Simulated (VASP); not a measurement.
Input:

```xyz
6
Lattice="4.3336 0.0000 0.0000 0.0000 4.3336 0.0000 0.0000 0.0000 4.3336" Properties=species:S:1:pos:R:3 pbc="T T T"
Cu     3.2502     1.0834     3.2502
Cu     1.0834     3.2502     3.2502
Cu     3.2502     3.2502     1.0834
Cu     1.0834     1.0834     1.0834
O      0.0000     0.0000     0.0000
O      2.1668     2.1668     2.1668
```

Level of theory: vdW-DF-cx, VASP's PBE PAW potentials (set 64) (plane waves; VASP 6.6.1). Numerical set-up: 520 eV cut-off, 5×5×5 Γ-centred mesh, Gaussian smearing of 0.050 eV, potentials Cu O.

### Question
Predict the energy per atom (σ→0), pressure, band gap (on the k-mesh) with the smallest direct gap where there is one.

### Answer

```yaml
band gap (on the k-mesh): 0.45 eV
smallest direct gap (on the k-mesh): 0.45 eV
energy per atom (σ→0): -210.1 kJ/mol-atom
pressure: -6.31 GPa
```

Total energies compare only between runs with the same potentials, cut-off and functional.

The compound is Cu2O in the cuprite structure. This cell is one point of a volume scan, at 1.06 of the reference volume.
